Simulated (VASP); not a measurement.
Given:

```yaml
crystal:
  lattice:
    - [3.11277, 0.00000, 0.00000]
    - [0.00000, 3.60352, 0.00000]
    - [0.00000, 0.00000, 7.60780]
  atoms:
    - { symbol: Al, position: [0.50000, 0.00000, 0.89249] }
    - { symbol: Al, position: [0.00000, 0.50000, 0.10751] }
    - { symbol: Cl, position: [0.00000, 0.00000, 0.67393] }
    - { symbol: Cl, position: [0.50000, 0.50000, 0.32607] }
    - { symbol: O, position: [0.50000, 0.50000, 0.94924] }
    - { symbol: O, position: [0.00000, 0.00000, 0.05076] }
```

Level of theory: LDA (Ceperley-Alder, Perdew-Zunger), VASP's LDA PAW potentials (set 64) (plane waves; VASP). Run with 520 eV cut-off, 9×8×4 Γ-centred mesh, Gaussian smearing of 0.010 eV, potentials Al Cl O.

### Question
Give the direction-averaged independent-particle dielectric function (no local fields, no excitons; a broadening of 0.1 eV leaves a tail below the gap, and fine structure carries the noise of the k-mesh).

### Answer

| ħω (eV) | ε₁ | ε₂ |
|---|---|---|
| 0.00 | 3.52 | 0.00 |
| 0.30 | 3.52 | 0.00 |
| 0.70 | 3.53 | 0.00 |
| 1.10 | 3.55 | 0.01 |
| 1.50 | 3.57 | 0.01 |
| 1.90 | 3.61 | 0.01 |
| 2.30 | 3.65 | 0.01 |
| 2.70 | 3.71 | 0.02 |
| 3.00 | 3.76 | 0.02 |
| 3.40 | 3.83 | 0.02 |
| 3.80 | 3.93 | 0.03 |
| 4.20 | 4.05 | 0.03 |
| 4.60 | 4.19 | 0.04 |
| 5.00 | 4.37 | 0.05 |
| 5.40 | 4.61 | 0.07 |
| 5.80 | 4.96 | 0.12 |
| 6.10 | 5.23 | 0.27 |
| 6.50 | 5.72 | 0.57 |
| 6.90 | 6.18 | 0.87 |
| 7.30 | 6.50 | 1.63 |
| 7.70 | 7.36 | 2.85 |
| 8.10 | 5.97 | 4.16 |
| 8.50 | 5.96 | 4.51 |
| 8.90 | 4.93 | 5.91 |
| 9.20 | 3.96 | 5.74 |
| 9.60 | 2.87 | 5.15 |
| 10.00 | 2.85 | 5.09 |
| 10.40 | 3.07 | 5.35 |
| 10.80 | 2.06 | 5.48 |
| 11.20 | 1.64 | 5.64 |
| 11.60 | 0.81 | 5.98 |
| 12.00 | -0.42 | 5.08 |
ε₂ peaks at 9.0 eV (height 6.0), 11.6 eV (height 6.0); ε₁(0) averages 3.52, so the electronic refractive index below the gap tends to √3.52 = 1.88.

The structure comes from a computed database's AlClO entry (Pmmn); how it stands against other phases isn't given here. It was relaxed first, which changed the volume by -5 %.
